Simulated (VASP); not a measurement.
Input:

```
CELL_PARAMETERS angstrom
      4.80891    -2.35396     0.09465
      4.80891     2.35396     0.09465
      3.58013     0.00000     3.98226
ATOMIC_POSITIONS crystal
  Cr 0.84083 0.84083 0.84083
  Cr 0.34083 0.34083 0.34083
  Cr 0.15917 0.15917 0.15917
  Cr 0.65917 0.65917 0.65917
  O  0.42646 0.07354 0.75000
  O  0.07354 0.75000 0.42646
  O  0.57354 0.92646 0.25000
  O  0.25000 0.57354 0.92646
  O  0.92646 0.25000 0.57354
  O  0.75000 0.42646 0.07354
```
Starting moments (μB, in the order of the record's atoms Cr Cr Cr Cr O O O O O O): -2.2 -2.2 2.2 2.2 0.0 0.0 0.0 0.0 0.0 0.0.

Method: LDA (Ceperley-Alder, Perdew-Zunger), VASP's LDA PAW potentials (set 64) (plane waves; VASP 6.6.1). Run with 520 eV cut-off, 6×6×6 Γ-centred mesh, tetrahedra with Blöchl corrections, potentials Cr_pv O.

Q: The job: Cr2O3 (corundum), 10 atoms, LDA, static run, 520 eV, 6×6×6 Γ-centred mesh. Roughly how much core time does it take on a busy server core?

A: About 10 core-minutes (one run on a shared machine, a rough figure). It had 32 irreducible k-points, 50 bands, up to 2404 plane waves and 18 electronic steps.

The compound is Cr2O3 in the corundum structure. It was relaxed first, which changed the volume by -8 %.
